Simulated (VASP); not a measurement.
# Ba2Os (Cmmm) in VASP: settings compared

The runs below take Ba2Os through relaxation of cell and atoms, with PBE, PBEsol.

All numbers are computed with VASP 6.6.1; they aren't measurements. Logs are shortened: lines on timing, memory, paths and dates and some standing lists are left out, and cuts for length are marked.

## Step 1: The structure

It takes space group Cmmm (No. 65, orthorhombic). The conventional cell has a = 6.386 Å, b = 7.689 Å, c = 4.434 Å, α = 90.00°, β = 90.00°, γ = 90.00°. Around Ba (site symmetry 2/m) lie 2 Os at 2.50 Å. Os (site symmetry mmm) has 4 Ba at 2.50 Å as nearest neighbours.

The cell was built by a generator and needn't be a form met in nature.

## Step 2: Relaxation of cell and atoms, PBE

INCAR reads:

```
ALGO = Fast
EDIFF = 1E-7
EDIFFG = -0.01
ENCUT = 600
GGA = PE
IBRION = 2
ISIF = 3
ISMEAR = 1
LASPH = T
LCHARG = F
LREAL = F
LWAVE = F
NELM = 60
NSW = 40
PREC = Accurate
SIGMA = 0.2
```

KPOINTS reads:

```
k-points
0
Gamma
  6 6 6
```

POSCAR reads:

```
Ba2Os
1.0
    3.1930817800     -3.8447256900      0.0000000000
    3.1930817800      3.8447256900      0.0000000000
    0.0000000000      0.0000000000      4.4341040400
Ba Os
2 1
Direct
    0.0000000000      0.5000000000      0.0000000000
    0.5000000000      0.0000000000      0.0000000000
    0.0000000000      0.0000000000      0.0000000000
```

Potentials or basis: VASP PAW PBE potentials, release 64 (Ba_sv, Os).

On the command line:

```console
$ cat potpaw_PBE.64/Ba_sv/POTCAR potpaw_PBE.64/Os/POTCAR > POTCAR
$ mpirun -np 1 vasp_std > vasp.out
```

OUTCAR:

```text
EDIFF = 1E-7
   EDIFFG = -0.01
   ENCUT = 600
   GGA = PE
   IBRION = 2
   ISIF = 3
   ISMEAR = 1
   LASPH = T
   LREAL = F
   NELM = 60
   NSW = 40
   PREC = Accurate

 ion  position               nearest neighbor table
   1  0.000  0.500  0.000-   3 2.50   3 2.50   2 3.19   2 3.19   2 3.84   2 3.84
   2  0.500  0.000  0.000-   3 2.50   3 2.50   1 3.19   1 3.19   1 3.84   1 3.84
   3  0.000  0.000  0.000-   1 2.50   2 2.50   1 2.50   2 2.50

  LATTYP: Found a base centered orthorhombic cell.
 ALAT       =     6.3861635600
 B/A-ratio  =     1.2040799312
 C/A-ratio  =     0.6943298583

  Lattice vectors:

 A1 = (   3.1930817800,  -3.8447256900,   0.0000000000)
 A2 = (   3.1930817800,   3.8447256900,   0.0000000000)
 A3 = (   0.0000000000,   0.0000000000,   4.4341040400)

Analysis of symmetry for initial positions (statically):
=====================================================================
 Subroutine PRICEL returns:
 Original cell was already a primitive cell.

 Routine SETGRP: Setting up the symmetry group for a
 base centered orthorhombic supercell.

 Subroutine GETGRP returns: Found  8 space group operations
 (whereof  8 operations were pure point group operations)
 out of a pool of  8 trial point group operations.

The static configuration has the point symmetry D_2h.

Analysis of symmetry for dynamics (positions and initial velocities):
=====================================================================
 Subroutine PRICEL returns:
 Original cell was already a primitive cell.

 Routine SETGRP: Setting up the symmetry group for a
 base centered orthorhombic supercell.

 Subroutine GETGRP returns: Found  8 space group operations
 (whereof  8 operations were pure point group operations)
 out of a pool of  8 trial point group operations.

The dynamic configuration has the point symmetry D_2h.

 Subroutine INISYM returns: Found  8 space group operations
 (whereof  8 operations are pure point group operations),
 and found     1 'primitive' translations

----------------------------------------------------------------------------------------

                                     Primitive cell

  volume of cell :     108.8708

  direct lattice vectors                    reciprocal lattice vectors
     3.193081780 -3.844725690  0.000000000     0.156588536 -0.130048290  0.000000000
     3.193081780  3.844725690  0.000000000     0.156588536  0.130048290  0.000000000
     0.000000000  0.000000000  4.434104040     0.000000000  0.000000000  0.225524704

  length of vectors
     4.997768190  4.997768190  4.434104040     0.203549815  0.203549815  0.225524704

  position of ions in fractional coordinates (direct lattice)
     0.000000000  0.500000000  0.000000000
     0.500000000  0.000000000  0.000000000
     0.000000000  0.000000000  0.000000000

  ion indices of the primitive-cell ions
   primitive index   ion index
                 1           1
                 2           2
                 3           3

----------------------------------------------------------------------------------------

 KPOINTS: k-points

Automatic generation of k-mesh.
 Grid dimensions read from file:
 generate k-points for:    6    6    6

 Generating k-lattice:

  Cartesian coordinates                     Fractional coordinates (reciprocal lattice)
     0.026098089 -0.021674715  0.000000000     0.166666667  0.000000000  0.000000000
     0.026098089  0.021674715  0.000000000     0.000000000  0.166666667  0.000000000
     0.000000000  0.000000000  0.037587451     0.000000000  0.000000000  0.166666667

[... 39 lines left out ...]
   number of dos      NEDOS =    301   number of ions     NIONS =      3
   total plane-waves  NPLWV =  57600
   dimension x,y,z NGX =    40 NGY =   40 NGZ =   36
   dimension x,y,z NGXF=    80 NGYF=   80 NGZF=   72
   ions per type =               2   1
   NGX,Y,Z   is equivalent  to a cutoff of  13.31, 13.31, 13.50 a.u.
   NGXF,Y,Z  is equivalent  to a cutoff of  26.61, 26.61, 26.99 a.u.
 SYSTEM =  unknown system
   PREC   = accura    normal or accurate (medium, high low for compatibility)
   ISTART =      0    job   : 0-new  1-cont  2-samecut
   ICHARG =      2    charge: 1-file 2-atom 10-const
   ISPIN  =      1    spin polarized calculation?
   LNONCOLLINEAR =      F non collinear calculations
   LSORBIT =      F    spin-orbit coupling
   LASPH  =      T    aspherical Exc in radial PAW
   ENCUT  =  600.0 eV  44.10 Ry    6.64 a.u.   9.98  9.98  8.86*2*pi/ulx,y,z
   NELM   =     60;   NELMIN=  2; NELMDL= -5     # of ELM steps
   EDIFF  = 0.1E-06   stopping-criterion for ELM
   LREAL  =      F    real-space projection
   EDIFFG = -.1E-01   stopping-criterion for IOM
   NSW    =     40    number of steps for IOM
   IBRION =      2    ionic relax: 0-MD 1-quasi-New 2-CG
   NFREE  =      1    steps in history (QN), initial steepest desc. (CG)
   ISIF   =      3    stress and relaxation
   ISYM   =      2    0-nonsym 1-usesym 2-fastsym
   POTIM  = 0.5000    time-step for ionic-motion
   TEBEG  =    0.0;   TEEND  =   0.0 temperature during run
   PSTRESS=    0.0 pullay stress
   NELECT =      28.0000    total number of electrons
   NUPDOWN=      -1.0000    fix difference up-down
   EMIN   =  10.00;   EMAX   =-10.00  energy-range for DOS
   EFERMI =   0.00;   METHOD = LEGACY
   ISMEAR =     1;   SIGMA  =   0.20  broadening in eV -4-tet -1-fermi 0-gaus
   EFERMI_NEDOS =   21; number of points for ismear=-14 and -15
   IALGO  =     68    algorithm
   IMIX   =      4    mixing-type and parameters
     AMIX     =   0.40;   BMIX     =  1.00
     AMIX_MAG =   1.60;   BMIX_MAG =  1.00
  volume/ion in A,a.u.               =      36.29       244.90
  Fermi-wavevector in a.u.,A,eV,Ry     =   1.041095  1.967385 14.747070  1.083879
  Thomas-Fermi vector in A             =   2.175700
   LORBIT       =      0    0 simple, 1 ext, 2 COOP (PROOUT), +10 PAW based schemes
   GGA     = PE    functional components
   LHFCALC =     F    Hartree Fock is set to
   AEXX    =    0.0000 exact exchange contribution
   IVDW    =     0    specifies the selected vdW correction
   LEPSILON=     F    determine dielectric tensor
   LRPA    =     F    only Hartree local field effects (RPA)
 conjugate gradient relaxation of ions
 non-spin polarized calculation
 RMM-DIIS sequential band-by-band and
 Methfessel and Paxton  Order N= 1 SIGMA  =   0.20
  energy-cutoff  :      600.00
  volume of cell :      108.87
 maximum number of plane-waves:      3676
   NGX = 19   NGY = 19   NGZ = 17

--------------------------------------- Ionic step        1  -------------------------------------------

 number of electron      28.0000002 magnetization

 Free energy of the ion-electron system (eV)
  ---------------------------------------------------
  ext. energy  EPLUGINS =         0.00000000
  ---------------------------------------------------
  free energy    TOTEN  =        -8.18251748 eV

  energy without entropy =       -8.17011627  energy(sigma->0) =       -8.17838374

------------------------ aborting loop because EDIFF is reached ----------------------------------------

  FORCE on cell =-STRESS in cart. coord.  units (eV):
  Direction    XX          YY          ZZ          XY          YZ          ZX
  --------------------------------------------------------------------------------------
  -------------------------------------------------------------------------------------
  Total       23.2089736     19.3801735     -1.4589036      0.0000000      0.0000000      0.0000000
  in kB      341.5507483    285.2048901    -21.4696966      0.0000000      0.0000000      0.0000000
  external PRESSURE =     201.7619806 kB  Pullay stress =       0.0000000 kB
[... 24 lines left out ...]
--------------------------------------- Ionic step        2  -------------------------------------------

 number of electron      28.0000005 magnetization

------------------------ aborting loop EDIFF was not reached (unconverged)  ----------------------------

  FORCE on cell =-STRESS in cart. coord.  units (eV):
  Direction    XX          YY          ZZ          XY          YZ          ZX
  --------------------------------------------------------------------------------------
  -------------------------------------------------------------------------------------
  Total       -4.2898186     -8.3861378     -2.1033944      0.0000000      0.0000000      0.0000000
  in kB      -35.8913625    -70.1637853    -17.5983414      0.0000000      0.0000000      0.0000000
  external PRESSURE =     -41.2178297 kB  Pullay stress =       0.0000000 kB
[... 55 lines left out ...]
  FREE ENERGIE OF THE ION-ELECTRON SYSTEM (eV)
  ---------------------------------------------------
  free  energy   TOTEN  =       -11.1534727684 eV

  energy  without entropy=      -11.1612019944  energy(sigma->0) =      -11.15604918

[... ionic steps 4 to 13 ...]

--------------------------------------- Ionic step       14  -------------------------------------------

 number of electron      28.0000003 magnetization

------------------------ aborting loop because EDIFF is reached ----------------------------------------
[... 69 lines left out ...]
--------------------------------------- Ionic step       16  -------------------------------------------

 number of electron      28.0000003 magnetization

 Free energy of the ion-electron system (eV)
  ---------------------------------------------------
  ext. energy  EPLUGINS =         0.00000000
  ---------------------------------------------------
  free energy    TOTEN  =       -11.71632617 eV

  energy without entropy =      -11.72200933  energy(sigma->0) =      -11.71822056

 E-fermi :   2.5320     XC(G=0):  -8.7211

 val. band max:        2.5094834586   @ k =  -0.3333   0.3333   0.0000
 cond. band min:       2.5373689351   @ k =   0.5000   0.1667   0.5000
 fundamental gap:      0.0278854765
 Fermi energy:         2.5320035351

 k-point     1 :       0.0000    0.0000    0.0000
  band No.  band energies     occupation
      1     -25.6408      2.00000
      2     -25.5551      2.00000
      3     -11.1128      2.00000
      4     -11.1102      2.00000
      5     -10.5889      2.00000
      6     -10.5874      2.00000
[... 481 lines left out ...]
      5     -10.6770      2.00000
      6     -10.5952      2.00000
[... 10 lines left out ...]
     17       3.6489     -0.00000
     18       4.5258     -0.00000

 [... further k-points ...]

------------------------ aborting loop because EDIFF is reached ----------------------------------------

  FORCE on cell =-STRESS in cart. coord.  units (eV):
  Direction    XX          YY          ZZ          XY          YZ          ZX
  --------------------------------------------------------------------------------------
  -------------------------------------------------------------------------------------
  Total        0.0170556     -0.0003755      0.0251917     -0.0000000      0.0000000      0.0000000
  in kB        0.2337480     -0.0051466      0.3452543     -0.0000000      0.0000000      0.0000000
  external PRESSURE =       0.1912852 kB  Pullay stress =       0.0000000 kB
[... 18 lines left out ...]
  FREE ENERGIE OF THE ION-ELECTRON SYSTEM (eV)
  ---------------------------------------------------
  free  energy   TOTEN  =       -11.7163261701 eV

  energy  without entropy=      -11.7220093336  energy(sigma->0) =      -11.71822056

 reached required accuracy - stopping structural energy minimisation
```

It took 25 min on 1 thread of Intel Xeon Platinum 8488C (Sapphire Rapids), shared host; peak memory 0.33 GiB.

What came out:

```yaml
Free_energy: -11.7163 eV
Relaxed_volume: 38.97 Å³/atom
Relaxed_cell: a = 5.786 Å, b = 5.786 Å, c = 3.492 Å, α = 90.00°, β = 90.00°, γ = 90.04°
Space_group_after_relaxing_to_0.05_Å: P4/mmm (No. 123)
Energy_gained_by_relaxing: 1177.9 meV/atom
Ionic_steps: 16
Pressure_after_relaxing: 0.0 GPa
Band_gap_on_the_k_mesh: none (metal or under the smearing width)
```

The path:
| step | energy change (eV) | largest force (eV/Å) | pressure (GPa) | volume (Å³) |
| --- | --- | --- | --- | --- |
| 1 | 0.0000 | 0.0000 | 20.18 | 108.87 |
| 2 | -2.0352 | 0.0000 | -4.12 | 191.50 |
| 3 | -2.9710 | 0.0000 | -1.28 | 149.41 |
| 4 | -2.9721 | 0.0000 | -1.12 | 148.54 |
| 5 | -3.2069 | 0.0000 | -1.17 | 143.68 |
| 6 | -3.3711 | 0.0000 | -1.14 | 136.16 |
| 7 | -3.3800 | 0.0000 | -1.11 | 134.27 |
| 8 | -3.4664 | 0.0000 | -0.39 | 125.67 |
| 9 | -3.5061 | 0.0000 | 0.51 | 118.28 |
| 10 | -3.5091 | 0.0000 | 0.94 | 115.53 |
| 11 | -3.5180 | 0.0000 | -0.39 | 115.90 |
| 12 | -3.5303 | 0.0000 | 0.11 | 115.78 |
| 13 | -3.5333 | 0.0000 | 0.07 | 116.39 |
| 14 | -3.5338 | 0.0000 | 0.05 | 116.73 |
| 15 | -3.5338 | 0.0000 | -0.05 | 117.04 |
| 16 | -3.5338 | 0.0000 | 0.02 | 116.90 |

Final structure:
```
Ba Os
1.0
     4.08952   -4.09262    0.00000
     4.08952    4.09262    0.00000
     0.00000    0.00000    3.49241
Ba Os
2 1
Direct
  0.00000 0.50000 0.00000
  0.50000 0.00000 0.00000
  0.00000 0.00000 0.00000
```

## Step 3: Relaxation of cell and atoms, PBEsol

INCAR reads:

```
ALGO = Normal
EDIFF = 1E-6
EDIFFG = -0.01
ENCUT = 600
GGA = PS
IBRION = 2
ISIF = 3
ISMEAR = 1
LASPH = True
LCHARG = False
LREAL = False
LWAVE = False
NELM = 60
NSW = 40
PREC = Accurate
SIGMA = 0.2
```

KPOINTS is that of step 2.

POSCAR is that of step 2.

Potentials or basis: VASP PAW PBE potentials, release 64 (Ba_sv, Os).

On the command line:

```console
$ cat potpaw_PBE.64/Ba_sv/POTCAR potpaw_PBE.64/Os/POTCAR > POTCAR
$ mpirun -np 1 vasp_std > vasp.out
```

It took 11 min on 1 thread of Intel Xeon Platinum 8488C (Sapphire Rapids), shared host; peak memory 0.34 GiB.

It converged, with:

```yaml
Free_energy: -13.1178 eV
Relaxed_volume: 35.78 Å³/atom
Relaxed_cell: a = 5.689 Å, b = 5.689 Å, c = 3.317 Å, α = 90.00°, β = 90.00°, γ = 90.07°
Space_group_after_relaxing_to_0.05_Å: P4/mmm (No. 123)
Energy_gained_by_relaxing: 1067.7 meV/atom
Ionic_steps: 16
Pressure_after_relaxing: 0.0 GPa
Band_gap_on_the_k_mesh: none (metal or under the smearing width)
```

Step by step:
```
step  energy change (eV)  largest force (eV/Å)  pressure (GPa)  volume (Å³)
   1              0.0000                0.0000           17.67       108.87
   2             -1.5042                0.0000           -4.70       179.53
   3             -2.4195                0.0000           -1.68       143.47
   4             -2.4207                0.0000           -1.51       142.74
   5             -2.7060                0.0000           -1.63       136.84
   6             -2.9478                0.0000           -1.65       127.53
   7             -2.9818                0.0000           -1.57       123.26
   8             -3.1283                0.0000           -0.05       111.70
   9             -3.1547                0.0000            1.11       106.27
  10             -3.1843                0.0000           -0.49       106.89
  11             -3.1938                0.0000           -0.04       106.72
  12             -3.2017                0.0000            0.15       106.58
  13             -3.2024                0.0000            0.23       106.52
  14             -3.2028                0.0000           -0.14       107.59
  15             -3.2029                0.0000           -0.02       107.22
  16             -3.2031                0.0000            0.01       107.34
```

Final structure:
```
CELL_PARAMETERS angstrom
4.02049 -4.02519 0.00000
4.02049 4.02519 0.00000
0.00000 0.00000 3.31653
ATOMIC_POSITIONS crystal
Ba 0.00000 0.50000 0.00000
Ba 0.50000 0.00000 0.00000
Os 0.00000 0.00000 0.00000
```

Levels at points of the mesh, in eV from the Fermi level:
```tsv
k point	band 11	band 12	band 13	band 14	band 15	band 16	band 17	band 18
(0.00, 0.00, 0.00)	-1.98	-1.96	-1.37	-0.25	-0.25	0.90	0.97	3.53
(0.50, 0.00, 0.00)	-1.81	-0.66	-0.23	0.15	0.42	0.73	0.90	1.43
(0.50, 0.50, 0.00)	-0.57	-0.57	0.16	0.16	0.35	0.72	0.72	0.79
(0.00, 0.00, 0.50)	-2.42	-2.03	-1.70	0.91	1.15	1.16	1.30	2.50
(0.50, 0.00, 0.50)	-1.53	-1.35	-0.61	0.44	0.64	0.71	2.18	2.81
(0.50, 0.50, 0.50)	-1.33	-0.97	-0.74	0.45	0.86	1.48	1.48	3.48
```

Caveat: the PAW data sets were made with another functional, which shifts forces and pressure a little.

## Step 4: For comparison

An earlier run on the cell as given: functional PBE; potentials or basis VASP PAW PBE potentials, release 64 (Ba_sv, Os); cutoff 520 eV; k mesh 6 × 6 × 6; occupations fermi-dirac, width 0.05 eV; no spin polarisation.

- Pressure: 20.2 GPa
- Band gap on the k mesh: none (metal or under the smearing width)

## Step 5: Summary

```csv
task,level,cell,cutoff (eV),smearing,gap on the mesh (eV),pressure (GPa),relaxed volume (Å³/atom)
relaxation of cell and atoms,PBE,relaxed,600,methfessel-paxton 0.2 eV,none,0.0,38.97
relaxation of cell and atoms,PBEsol,relaxed,600,methfessel-paxton 0.2 eV,none,0.0,35.78
single point,PBE,as given,520,fermi-dirac 0.05 eV,none,20.2,-
```

Alike in all rows: potentials or basis VASP PAW PBE potentials, release 64 (Ba_sv, Os); no spin polarisation; k mesh 6 × 6 × 6.

Caveats: the PAW data sets were made with another functional, which shifts forces and pressure a little (some runs); so large a pressure means that the cell lies far from this level's equilibrium, or that cutoff or potentials fall short (some runs).

Absolute energies hang on the potentials; compare differences alone.
